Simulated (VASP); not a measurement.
# ScAl3: structure and properties in VASP, part 4 of 6

How well does BLYP reproduce what experiment finds for ScAl3? The cell is relaxed first, and properties follow on it. The start is a computed cell from the Materials Project.

VASP 6.6.1; BLYP; plane waves and PAW (Sc_sv, Al).

So far. Step 5 (Band structure (BLYP)): Of the bands kept, 2 cross the Fermi level on this path. Step 6 (Total and projected DOS (BLYP)): The finer mesh and the other smearing move the Fermi level by +0.05 eV from the 7×7×7 run, a small shift, which tests the Fermi level alone. Of the states within 0.3 eV of the Fermi level, the largest shares in the PAW spheres are Sc d 28 % and Al p 10 %. The rest lies in smaller channels or between the spheres.

### 7. Zone-centre phonons (BLYP)

Zone-centre modes test whether the atoms sit at a minimum within this cell. IBRION = 8 takes the force constants from linear response, which needs tightly converged orbitals.

Contents of INCAR:

```
SYSTEM = ScAl3
PREC = Accurate
ENCUT = 400
EDIFF = 1E-08
NELM = 100
ISMEAR = 1
SIGMA = 0.2
LREAL = .FALSE.
ALGO = Normal
GGA = B5
ALDAX = 1
AGGAX = 1
AGGAC = 1
ALDAC = 0
NBANDS = 16
LORBIT = 11
LWAVE = .FALSE.
LCHARG = .FALSE.
KPAR = 2
IBRION = 8
ISIF = 2
```

Contents of POSCAR:

```
ScAl3
1.0
    4.1516531660      0.0000000000      0.0000000000
    0.0000000000      4.1516531660      0.0000000000
    0.0000000000      0.0000000000      4.1516531660
Sc Al
1 3
Direct
    0.0000000000      0.0000000000      0.0000000000
    0.5000000000      0.5000000000      0.0000000000
    0.0000000000      0.5000000000      0.5000000000
    0.5000000000      0.0000000000      0.5000000000
```

Contents of KPOINTS:

```
Automatic mesh
0
Gamma
9 9 9
0 0 0
```

PAW data sets: Sc_sv and Al (PBE family, release 64).

Command:

```
$ mpirun -np 2 vasp_std
```

The log of the run:

```text
[... set-up lines as in an earlier step ...]
 entering main loop
       N       E                     dE             d eps       ncg     rms          rms(c)
DAV:   1     0.949742564505E+02    0.94974E+02   -0.71692E+03  1128   0.913E+02
DAV:   2    -0.117493806618E+02   -0.10672E+03   -0.10471E+03  1136   0.285E+02
DAV:   3    -0.160980572114E+02   -0.43487E+01   -0.42419E+01  1704   0.517E+01
DAV:   4    -0.161901814148E+02   -0.92124E-01   -0.92049E-01  1472   0.847E+00
DAV:   5    -0.161927957573E+02   -0.26143E-02   -0.26143E-02  1736   0.130E+00    0.785E+00
DAV:   6    -0.153213338217E+02    0.87146E+00   -0.49723E+00  1840   0.222E+01    0.248E+00
DAV:   7    -0.152972360542E+02    0.24098E-01   -0.21774E-01  1736   0.443E+00    0.178E+00
DAV:   8    -0.152909753855E+02    0.62607E-02   -0.80122E-02  1896   0.253E+00    0.402E-01
DAV:   9    -0.152916636067E+02   -0.68822E-03   -0.41195E-02  1816   0.217E+00    0.319E-01
DAV:  10    -0.152900997618E+02    0.15638E-02   -0.17037E-02  1840   0.130E+00    0.744E-02
DAV:  12    -0.152899894389E+02    0.11068E-04   -0.76933E-05  1840   0.960E-02    0.355E-03
DAV:  13    -0.152899893751E+02    0.63739E-07   -0.21837E-06  1752   0.974E-03    0.220E-03
DAV:  14    -0.152899896125E+02   -0.23733E-06   -0.23912E-07  1816   0.569E-03    0.307E-03
DAV:  15    -0.152899895738E+02    0.38679E-07   -0.97171E-07  1872   0.935E-03    0.212E-04
DAV:  16    -0.152899895681E+02    0.56968E-08   -0.14129E-08  1120   0.802E-04
   1 F= -.15289990E+02 E0= -.15287671E+02  d E =-.695489E-02
 Linear response reoptimize wavefunctions to high precision
DAV:   1    -0.152899895599E+02    0.81347E-08   -0.14200E-09  1072   0.376E-04
DAV:   2    -0.152899895600E+02   -0.22283E-10   -0.25366E-10   672   0.175E-04
 Linear response DOF=           3
 Linear response progress:
  Degree of freedom:   1/  3
       N       E                     dE             d eps       ncg     rms          rms(c)
RMM:   1    -0.770349394824E+00   -0.77035E+00   -0.66801E+01  2481   0.168E+02
RMM:   2    -0.764816467174E+00    0.55329E-02   -0.15697E-01  3398   0.402E+00    0.129E-01
RMM:   3    -0.765636000429E+00   -0.81953E-03   -0.21406E-02  4078   0.114E+00    0.428E-02
RMM:   4    -0.764998484242E+00    0.63752E-03   -0.18301E-03  4525   0.328E-01    0.277E-02
RMM:   5    -0.764973529570E+00    0.24955E-04   -0.26494E-04  4648   0.107E-01    0.101E-02
RMM:   6    -0.765005777526E+00   -0.32248E-04   -0.19098E-05  4748   0.332E-02    0.609E-03
RMM:   7    -0.765064824418E+00   -0.59047E-04   -0.37153E-06  4590   0.142E-02    0.513E-04
RMM:   8    -0.765055350400E+00    0.94740E-05   -0.46919E-07  4864   0.427E-03    0.434E-04
RMM:   9    -0.765062952451E+00   -0.76021E-05   -0.11424E-07  4474   0.198E-03    0.544E-05
RMM:  10    -0.765064254130E+00   -0.13017E-05   -0.27090E-08  5104   0.728E-04    0.409E-05
RMM:  11    -0.765064667912E+00   -0.41378E-06   -0.29372E-08  4603   0.308E-04    0.181E-05
RMM:  12    -0.765064493661E+00    0.17425E-06    0.77325E-10  4931   0.148E-04    0.591E-06
RMM:  13    -0.765064518540E+00   -0.24879E-07    0.41702E-09  4922   0.779E-05    0.279E-06
RMM:  14    -0.765064543037E+00   -0.24497E-07   -0.10569E-09  4712   0.470E-05    0.110E-06
RMM:  15    -0.765064519645E+00    0.23392E-07   -0.99073E-10  4636   0.330E-05    0.487E-07
RMM:  16    -0.765064525550E+00   -0.59055E-08   -0.51739E-10  4286   0.258E-05    0.253E-07
 first order change of Fermi-energy   0.74601E-03
 force on displaced ion       1 direction 1 :  -7.760   0.000   0.000
 Linear response progress:
  Degree of freedom:   2/  3
       N       E                     dE             d eps       ncg     rms          rms(c)
RMM:   1    -0.848112168166E-02   -0.84811E-02    0.19835E-02  9105   0.122E+00
RMM:   2    -0.782046146508E-02    0.66066E-03   -0.53697E-04  5653   0.219E-01    0.458E-02
RMM:   3    -0.791453444563E-02   -0.94073E-04   -0.32023E-04  7184   0.103E-01    0.232E-02
RMM:   4    -0.807504327012E-02   -0.16051E-03   -0.91664E-05  7345   0.526E-02    0.913E-03
RMM:   5    -0.813452137524E-02   -0.59478E-04   -0.10753E-05  7775   0.267E-02    0.365E-03
RMM:   6    -0.815029069975E-02   -0.15769E-04   -0.15815E-06  8042   0.688E-03    0.181E-03
RMM:   7    -0.815175752511E-02   -0.14668E-05   -0.21496E-07  7756   0.280E-03    0.509E-04
RMM:   8    -0.815294677791E-02   -0.11893E-05   -0.48721E-08  7955   0.952E-04    0.231E-04
RMM:   9    -0.815286371559E-02    0.83062E-07   -0.33422E-08  8281   0.335E-04    0.139E-04
RMM:  10    -0.815276402670E-02    0.99689E-07   -0.31355E-09  7619   0.145E-04    0.229E-05
RMM:  11    -0.815283600421E-02   -0.71978E-07   -0.89781E-10  7251   0.822E-05    0.478E-06
RMM:  12    -0.815284021588E-02   -0.42117E-08    0.27975E-09  8336   0.249E-05    0.214E-06
 first order change of Fermi-energy  -0.73001E-04
 force on displaced ion       2 direction 1 :  -4.869   0.000   0.000
 Linear response progress:
  Degree of freedom:   3/  3
       N       E                     dE             d eps       ncg     rms          rms(c)
RMM:   1    -0.821703775204E-02   -0.82170E-02    0.25681E-02  5642   0.660E-01
RMM:   2    -0.747480468868E-02    0.74223E-03   -0.34919E-04  3678   0.154E-01    0.407E-02
RMM:   3    -0.752819680358E-02   -0.53392E-04   -0.21162E-04  4142   0.790E-02    0.208E-02
RMM:   4    -0.764904523989E-02   -0.12085E-03   -0.94756E-05  4366   0.412E-02    0.792E-03
RMM:   5    -0.768040027906E-02   -0.31355E-04   -0.87896E-06  4246   0.206E-02    0.345E-03
RMM:   6    -0.769688029447E-02   -0.16480E-04   -0.15464E-06  4434   0.804E-03    0.150E-03
RMM:   7    -0.769790904860E-02   -0.10288E-05   -0.19900E-07  4580   0.331E-03    0.476E-04
RMM:   8    -0.769876182791E-02   -0.85278E-06   -0.34175E-08  4525   0.111E-03    0.212E-04
RMM:   9    -0.769853558904E-02    0.22624E-06   -0.47156E-09  4588   0.423E-04    0.139E-04
RMM:  10    -0.769876587263E-02   -0.23028E-06   -0.10998E-09  4791   0.133E-04    0.181E-05
RMM:  11    -0.769881613456E-02   -0.50262E-07   -0.71014E-10  4469   0.713E-05    0.424E-06
RMM:  12    -0.769879555621E-02    0.20578E-07   -0.69373E-10  4707   0.215E-05    0.419E-06
RMM:  13    -0.769879904233E-02   -0.34861E-08   -0.10628E-09  4336   0.888E-06    0.163E-06
 first order change of Fermi-energy   0.29031E-04
 force on displaced ion       2 direction 3 :   0.000   0.000  -3.383
 Linear response finished
```

Elapsed: 4.7 min, on 2 MPI ranks of AMD EPYC 7R43, shared host; peak memory 0.58 GiB.

OUTCAR, selected parts (step 7):

```text
   k-points           NKPTS =     35   k-points in BZ     NKDIM =     35   number of bands    NBANDS=     16

   NELECT =      20.0000    total number of electrons

  Total        0.0390648      0.0390648      0.0390648      0.0000000      0.0000000     -0.0000000
  in kB        0.8746474      0.8746474      0.8746474      0.0000000      0.0000000     -0.0000000
  external PRESSURE =       0.8746474 kB  Pullay stress =       0.0000000 kB

 Eigenvectors and eigenvalues of the dynamical matrix
 ----------------------------------------------------

   1 f  =    8.980548 THz    56.426449 2PiTHz  299.558849 cm-1    37.140547 meV
             X         Y         Z           dx          dy          dz
      0.000000  0.000000  0.000000    -0.581107   -0.292545   -0.000000
      2.075827  2.075827  0.000000     0.463350    0.233264   -0.000000
      0.000000  2.075827  2.075827    -0.175307    0.233264   -0.000000
      2.075827  0.000000  2.075827     0.463350   -0.088254    0.000000

   2 f  =    8.980548 THz    56.426449 2PiTHz  299.558849 cm-1    37.140547 meV
             X         Y         Z           dx          dy          dz
      0.000000  0.000000  0.000000     0.292545   -0.581107    0.000000
      2.075827  2.075827  0.000000    -0.233264    0.463350    0.000000
      0.000000  2.075827  2.075827     0.088254    0.463350   -0.000000
      2.075827  0.000000  2.075827    -0.233264   -0.175307   -0.000000

   3 f  =    8.980548 THz    56.426449 2PiTHz  299.558849 cm-1    37.140547 meV
             X         Y         Z           dx          dy          dz
      0.000000  0.000000  0.000000     0.000000   -0.000000   -0.650591
      2.075827  2.075827  0.000000    -0.000000    0.000000   -0.196268
      0.000000  2.075827  2.075827     0.000000    0.000000    0.518754
      2.075827  0.000000  2.075827    -0.000000   -0.000000    0.518754

   4 f  =    6.600116 THz    41.469750 2PiTHz  220.156164 cm-1    27.295873 meV
             X         Y         Z           dx          dy          dz
      0.000000  0.000000  0.000000    -0.000000    0.000000    0.000000
      2.075827  2.075827  0.000000    -0.011937    0.706973   -0.000000
      0.000000  2.075827  2.075827     0.000000   -0.706973   -0.006880
      2.075827  0.000000  2.075827     0.011937   -0.000000    0.006880

   5 f  =    6.600116 THz    41.469750 2PiTHz  220.156164 cm-1    27.295873 meV
             X         Y         Z           dx          dy          dz
      0.000000  0.000000  0.000000     0.000000    0.000000   -0.000000
      2.075827  2.075827  0.000000     0.518398    0.013431    0.000000
      0.000000  2.075827  2.075827    -0.000000   -0.013431    0.480711
      2.075827  0.000000  2.075827    -0.518398   -0.000000   -0.480711

   6 f  =    6.600116 THz    41.469750 2PiTHz  220.156164 cm-1    27.295873 meV
             X         Y         Z           dx          dy          dz
      0.000000  0.000000  0.000000     0.000000    0.000000    0.000000
      2.075827  2.075827  0.000000     0.480751    0.003071    0.000000
      0.000000  2.075827  2.075827    -0.000000   -0.003071   -0.518526
      2.075827  0.000000  2.075827    -0.480751    0.000000    0.518526

   7 f  =    6.068270 THz    38.128066 2PiTHz  202.415706 cm-1    25.096338 meV
             X         Y         Z           dx          dy          dz
      0.000000  0.000000  0.000000    -0.467329    0.001583   -0.012171
      2.075827  2.075827  0.000000    -0.129507    0.000439    0.022514
      0.000000  2.075827  2.075827     0.864506    0.000439   -0.003373
      2.075827  0.000000  2.075827    -0.129507   -0.002929   -0.003373

   8 f  =    6.068270 THz    38.128066 2PiTHz  202.415706 cm-1    25.096338 meV
             X         Y         Z           dx          dy          dz
      0.000000  0.000000  0.000000     0.004195    0.456269   -0.101726
      2.075827  2.075827  0.000000     0.001163    0.126442    0.188182
      0.000000  2.075827  2.075827    -0.007760    0.126442   -0.028191
      2.075827  0.000000  2.075827     0.001163   -0.844046   -0.028191

   9 f  =    6.068270 THz    38.128066 2PiTHz  202.415706 cm-1    25.096338 meV
             X         Y         Z           dx          dy          dz
      0.000000  0.000000  0.000000    -0.011534    0.101800    0.456125
      2.075827  2.075827  0.000000    -0.003196    0.028211   -0.843781
      0.000000  2.075827  2.075827     0.021336    0.028211    0.126402
      2.075827  0.000000  2.075827    -0.003196   -0.188319    0.126402

  10 f/i=    0.008734 THz     0.054879 2PiTHz    0.291342 cm-1     0.036122 meV
             X         Y         Z           dx          dy          dz
      0.000000  0.000000  0.000000    -0.463592    0.318101    0.205133
      2.075827  2.075827  0.000000    -0.358428    0.245941    0.158407
      0.000000  2.075827  2.075827    -0.357994    0.245941    0.158599
      2.075827  0.000000  2.075827    -0.358428    0.245643    0.158599

  11 f/i=    0.008734 THz     0.054879 2PiTHz    0.291342 cm-1     0.036122 meV
             X         Y         Z           dx          dy          dz
      0.000000  0.000000  0.000000    -0.372932   -0.439332   -0.161536
      2.075827  2.075827  0.000000    -0.288334   -0.339671   -0.124741
      0.000000  2.075827  2.075827    -0.287985   -0.339671   -0.124892
      2.075827  0.000000  2.075827    -0.288334   -0.339260   -0.124892

  12 f/i=    0.008734 THz     0.054879 2PiTHz    0.291342 cm-1     0.036122 meV
             X         Y         Z           dx          dy          dz
      0.000000  0.000000  0.000000    -0.064725    0.252951   -0.538527
      2.075827  2.075827  0.000000    -0.050042    0.195570   -0.415860
      0.000000  2.075827  2.075827    -0.049982    0.195570   -0.416364
      2.075827  0.000000  2.075827    -0.050042    0.195333   -0.416364

 ELASTIC MODULI CONTR FROM IONIC RELAXATION (kBar)
 Direction    XX          YY          ZZ          XY          YZ          ZX
 --------------------------------------------------------------------------------
 XX           0.0000      0.0000      0.0000      0.0000      0.0000      0.0000
 YY           0.0000      0.0000      0.0000      0.0000      0.0000      0.0000
 ZZ           0.0000      0.0000      0.0000      0.0000      0.0000      0.0000
 XY           0.0000      0.0000      0.0000      0.0000      0.0000      0.0000
 YZ           0.0000      0.0000      0.0000      0.0000      0.0000      0.0000
 ZX           0.0000      0.0000      0.0000      0.0000      0.0000      0.0000
 --------------------------------------------------------------------------------

[... 7 parts as in an earlier step ...]

[... 4 further parts left out ...]
```

Energies printed during the response cycles are not total energies of the cell.

This step gave:

- bands: 16
- irreducible k-points: 35
- pressure of the cell: 0.08746 GPa
- largest force of the cell: 0 eV/Å
- Fermi energy: 7.320 eV

Modes at Γ, with each element's share of the kinetic energy:

```
mode  frequency (cm⁻¹)  symmetry  Sc %  Al %
   1              -0.3  acoustic    36    64
   2              -0.3  acoustic    36    64
   3              -0.3  acoustic    36    64
   4             202.4       T1u    22    78
   5             202.4       T1u    22    78
   6             202.4       T1u    22    78
   7             220.2       T2u     0   100
   8             220.2       T2u     0   100
   9             220.2       T2u     0   100
  10             299.6       T1u    42    58
  11             299.6       T1u    42    58
  12             299.6       T1u    42    58
```

Displacements in mode 6 (202.4 cm⁻¹), the largest set to 1:
```
Sc1 -0.42  0.00 -0.01
Al2 -0.15  0.00  0.03
Al3  1.00  0.00  0.00
Al4 -0.15  0.00  0.00
```

Displacements in mode 10 (299.6 cm⁻¹), the largest set to 1:
```
Sc1  0.00  0.00 -0.97
Al2  0.00  0.00 -0.38
Al3  0.00  0.00  1.00
Al4  0.00  0.00  1.00
```

The three acoustic modes lie within 0.3 cm⁻¹ of zero, and all others are real. By the characters of their eigenvectors the optical modes sort into (cm⁻¹) infrared active: T1u 202, T1u 300; silent: T2u 220.

(Part 4 of 6 ends here.)

[Lines on the potential files, build, host, timing and source positions are cut from VASP's logs without a mark.]

[Logs are printed without paths, hosts, clocks, repeated set-up lines and the standing remarks that a program may print on its own settings, such as how far it seeks lower states.]

[Hosts, paths, dates, database ids (printed as entryN), source tags and the programs' standing remarks are cut or masked in the printed files.]

[A measured line is paired with the nearest computed mode of its activity, which favours agreement.]
